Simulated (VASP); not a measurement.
All values below come from PBEsol GGA, VASP's PBE PAW potentials (set 64) (plane waves; VASP).

A VASP calculation is set up with these files.

File KPOINTS:
```
Automatic mesh
0
Gamma
 13 13 13
0 0 0
```

**INCAR**
```
ALGO = Normal
EDIFF = 1E-6
ENCUT = 400
GGA = PS
ISIF = 2
ISMEAR = 0
LASPH = T
LCHARG = F
LREAL = F
LWAVE = F
NELM = 100
PREC = Accurate
SIGMA = 0.1
SYSTEM = C
```

File POSCAR:
```
C
1
    0.0000000000     2.1270000000     3.3480000000
    1.2280000000     0.0000000000     3.3480000000
    1.2280000000     2.1270000000     0.0000000000
C
2
Direct
  0.1666700000   0.8333300000   0.1666700000
  0.8333300000   0.1666700000   0.8333300000
```

POTCAR, in this order: C (PBE.64 set). Program: vasp_std.

**Question.** Predict the energy per atom (σ→0).

**Answer.** 
```yaml
energy per atom (σ→0): -9.648 eV/atom
```

**OSZICAR**
```
...
DAV:   5    -0.204890395852E+02   -0.11297E-06   -0.11273E-06  6680   0.756E-03    0.649E+00
DAV:   6    -0.195851511345E+02    0.90389E+00   -0.95931E-01  6168   0.688E+00    0.378E+00
DAV:   7    -0.192957964121E+02    0.28935E+00   -0.10046E+00  6856   0.703E+00    0.986E-01
DAV:   8    -0.192968144996E+02   -0.10181E-02   -0.99459E-03  6952   0.874E-01    0.737E-02
DAV:   9    -0.192967632920E+02    0.51208E-04   -0.31695E-04  7952   0.143E-01    0.441E-02
DAV:  10    -0.192968223559E+02   -0.59064E-04   -0.78143E-05  6088   0.760E-02    0.167E-02
DAV:  11    -0.192968221195E+02    0.23638E-06   -0.23456E-06  7816   0.111E-02
   1 F= -.19296822E+02 E0= -.19296821E+02  d E =-.170354E-05
```

The structure comes from a measured C entry of the Crystallography Open Database, whose conditions weren't checked. The cell was not relaxed at this level.
